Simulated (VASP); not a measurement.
VASP input:

POSCAR:
```
Cu
1
    0.0000000000     1.8411000000     1.8411000000
    1.8411000000     0.0000000000     1.8411000000
    1.8411000000     1.8411000000     0.0000000000
Cu
1
Direct
  0.0000000000   0.0000000000   0.0000000000
```

### KPOINTS
```
Automatic mesh
0
Gamma
13 13 13
0 0 0
```

### INCAR
```
SYSTEM = Cu
PREC = Accurate
ENCUT = 400
EDIFF = 1E-6
NELM = 60
ALGO = VeryFast
LREAL = .FALSE.
LASPH = .TRUE.
ISMEAR = 1
SIGMA = 0.1
GGA = PE
LMAXMIX = 4
LWAVE = .FALSE.
LCHARG = .FALSE.
ISIF = 2
NELMDL = -1
```

POTCAR, in this order: Cu (PBE.64 set). Program: vasp_std.

Output of the run:

standard output:
```
...
WARNING in EDDRMM: call to ZHEGV failed, returncode =   8  4      6
WARNING in EDDRMM: call to ZHEGV failed, returncode =   8  4      7
RMM:  53     0.406566628050E+03    0.16904E-02    0.15654E-02  2141   0.113E+00    0.412E-02
WARNING in EDDRMM: call to ZHEGV failed, returncode =   8  4      2
WARNING in EDDRMM: call to ZHEGV failed, returncode =   8  4      5
WARNING in EDDRMM: call to ZHEGV failed, returncode =   8  4      5
RMM:  54     0.406568595846E+03    0.19678E-02    0.18547E-02  1903   0.107E+00    0.176E-01
WARNING in EDDRMM: call to ZHEGV failed, returncode =   8  4      5
RMM:  55     0.406570171291E+03    0.15754E-02    0.14606E-02  2031   0.105E+00    0.774E-02
WARNING in EDDRMM: call to ZHEGV failed, returncode =   8  4      5
WARNING in EDDRMM: call to ZHEGV failed, returncode =   8  4      8
RMM:  56     0.406571743850E+03    0.15726E-02    0.14668E-02  1887   0.100E+00    0.192E-01
WARNING in EDDRMM: call to ZHEGV failed, returncode =   8  4      5
WARNING in EDDRMM: call to ZHEGV failed, returncode =   8  4      7
WARNING in EDDRMM: call to ZHEGV failed, returncode =   8  4      5
WARNING in EDDRMM: call to ZHEGV failed, returncode =   8  4      5
WARNING in EDDRMM: call to ZHEGV failed, returncode =   8  4      6
WARNING in EDDRMM: call to ZHEGV failed, returncode =   8  4      7
RMM:  57     0.406573134063E+03    0.13902E-02    0.12838E-02  1998   0.981E-01    0.143E-01
WARNING in EDDRMM: call to ZHEGV failed, returncode =   8  4      5
WARNING in EDDRMM: call to ZHEGV failed, returncode =   8  4      6
WARNING in EDDRMM: call to ZHEGV failed, returncode =   8  4      1
RMM:  58     0.406574416902E+03    0.12828E-02    0.11823E-02  1917   0.945E-01    0.218E-01
WARNING in EDDRMM: call to ZHEGV failed, returncode =   8  4      2
WARNING in EDDRMM: call to ZHEGV failed, returncode =   8  4      8
WARNING in EDDRMM: call to ZHEGV failed, returncode =   8  4      9
WARNING in EDDRMM: call to ZHEGV failed, returncode =   8  4      7
WARNING in EDDRMM: call to ZHEGV failed, returncode =   8  4      5
WARNING in EDDRMM: call to ZHEGV failed, returncode =   8  4      5
WARNING in EDDRMM: call to ZHEGV failed, returncode =   8  4      7
WARNING in EDDRMM: call to ZHEGV failed, returncode =   8  4      8
RMM:  59     0.406575598876E+03    0.11820E-02    0.10832E-02  2014   0.923E-01    0.185E-01
WARNING in EDDRMM: call to ZHEGV failed, returncode =   8  4      7
WARNING in EDDRMM: call to ZHEGV failed, returncode =   8  4      5
WARNING in EDDRMM: call to ZHEGV failed, returncode =   8  4      5
WARNING in EDDRMM: call to ZHEGV failed, returncode =   8  4      5
WARNING in EDDRMM: call to ZHEGV failed, returncode =   8  4      5
WARNING in EDDRMM: call to ZHEGV failed, returncode =   8  4      6
WARNING in EDDRMM: call to ZHEGV failed, returncode =   8  4      7
RMM:  60     0.406576651893E+03    0.10530E-02    0.96368E-03  1990   0.890E-01

 -----------------------------------------------------------------------------
|                                                                             |
|           W    W    AA    RRRRR   N    N  II  N    N   GGGG   !!!           |
|           W    W   A  A   R    R  NN   N  II  NN   N  G    G  !!!           |
|           W    W  A    A  R    R  N N  N  II  N N  N  G       !!!           |
|           W WW W  AAAAAA  RRRRR   N  N N  II  N  N N  G  GGG   !            |
|           WW  WW  A    A  R   R   N   NN  II  N   NN  G    G                |
|           W    W  A    A  R    R  N    N  II  N    N   GGGG   !!!           |
|                                                                             |
|     The electronic self-consistency was not achieved in the given           |
|     number of steps (NELM). The forces and other quantities evaluated       |
|     might not be reliable so examine the results carefully. If you find     |
|     spurious results, we suggest increasing NELM, if you were close to      |
|     convergence or switching to a different ALGO or adjusting the           |
|     density mixing parameters otherwise.                                    |
|                                                                             |
 -----------------------------------------------------------------------------

   1 F= 0.40657665E+03 E0= 0.40657648E+03  d E =0.514356E-03
```

File OUTCAR:
```
------------------------ aborting loop EDIFF was not reached (unconverged)  ----------------------------
  FORCE on cell =-STRESS in cart. coord.  units (eV):
  Direction    XX          YY          ZZ          XY          YZ          ZX
  --------------------------------------------------------------------------------------
  Total       17.5704051     17.5704051     17.5704051      0.0000000      0.0000000     -0.0000000
  in kB     2255.4345359   2255.4345359   2255.4345359      0.0000000      0.0000000     -0.0000000
  external PRESSURE =    2255.4345359 kB  Pullay stress =       0.0000000 kB
  volume of cell :       12.48
      direct lattice vectors                 reciprocal lattice vectors
     0.000000000  1.841100000  1.841100000    -0.271576775  0.271576775  0.271576775
     1.841100000  0.000000000  1.841100000     0.271576775 -0.271576775  0.271576775
     1.841100000  1.841100000  0.000000000     0.271576775  0.271576775 -0.271576775
 POSITION                                       TOTAL-FORCE (eV/Angst)
 -----------------------------------------------------------------------------------
      0.00000      0.00000      0.00000         0.000000      0.000000      0.000000
 -----------------------------------------------------------------------------------
    total drift:                               -0.000000      0.000000      0.000000
  FREE ENERGIE OF THE ION-ELECTRON SYSTEM (eV)
  ---------------------------------------------------
  free  energy   TOTEN  =       406.5766518934 eV

  energy  without entropy=      406.5761375370  energy(sigma->0) =      406.57648044
```
(Selected blocks of OUTCAR.)

Task: From input and log, find the fault in this run and mend it.

Result: The cause: ALGO = VeryFast starts from random orbitals with almost no delay (NELMDL = -1). The run did not converge; its last values are not results. Against the sound run, the energy per atom (σ→0) increases by 410.298 eV/atom; the pressure increases by 231.25 GPa. To mend it, set ALGO = Normal, remove NELMDL.

The mended run (PBE GGA, plane waves, VASP's PBE PAW potentials (set 64)) converges, and its OSZICAR ends with
```
   1 F= -.37217343E+01 E0= -.37217209E+01  d E =-.401480E-04
```

The compound is Cu in the fcc structure. The cell was not relaxed at this level.
